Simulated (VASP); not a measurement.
Write the native input for VASP 6.6.1 that does the following.

| Property | Result |
| --- | --- |
| Task | single point |
| Functional | LDA |
| Potentials or basis | VASP PAW LDA potentials, release 64 (Sr_sv, Mg) |
| Cutoff | 520 eV |
| k mesh | 12 × 12 × 12 |
| Occupations | gaussian, width 0.15 eV |
| Spin | no spin polarisation |
| Dipole correction | no |
| Further INCAR settings | ALGO = Fast; EDIFF = 1e-06; NBANDS = 13 |

The structure of SrMg lies in POSCAR:

```
SrMg
1.0
    0.0000000000      3.4995140000      3.2195528800
    3.4995140000      0.0000000000      3.2195528800
    3.4995140000      3.4995140000      0.0000000000
Sr Mg
1 1
Direct
    0.5000000000      0.5000000000      0.5000000000
    0.0000000000      0.0000000000      0.0000000000
```

The cell comes from a database or a generator and needn't be the stable form of this composition.

The cell isn't the ideal one: strain +0.000 along x and y, -0.080 along z, atoms carried along.

These files were run (other wordings do the same):

INCAR

```
  ALGO = Fast
  EDIFF = 1E-6
  ENCUT = 520
  GGA = CA
  ISIF = 2
  ISMEAR = 0
  LASPH = T
  LCHARG = F
  LREAL = F
  LWAVE = F
  NBANDS = 13
  NELM = 100
  PREC = Accurate
  SIGMA = 0.15
```

KPOINTS

```
k-points
0
Gamma
  12 12 12
```

Potentials or basis: VASP PAW LDA potentials, release 64 (Sr_sv, Mg).

Launch:

```sh
$ cat potpaw_LDA.64/Sr_sv/POTCAR potpaw_LDA.64/Mg/POTCAR > POTCAR
$ mpirun -np 1 vasp_std > vasp.out
```

Results of the run:

The pressure is 0.2 GPa and the band gap on the k mesh is none (metal or under the smearing width).

It took 2.6 min on 1 thread of Intel(R) Xeon(R) Platinum 8259CL CPU @ 2.50GHz (Skylake/Cascade Lake), with other jobs on the host, peak memory 0.33 GiB.
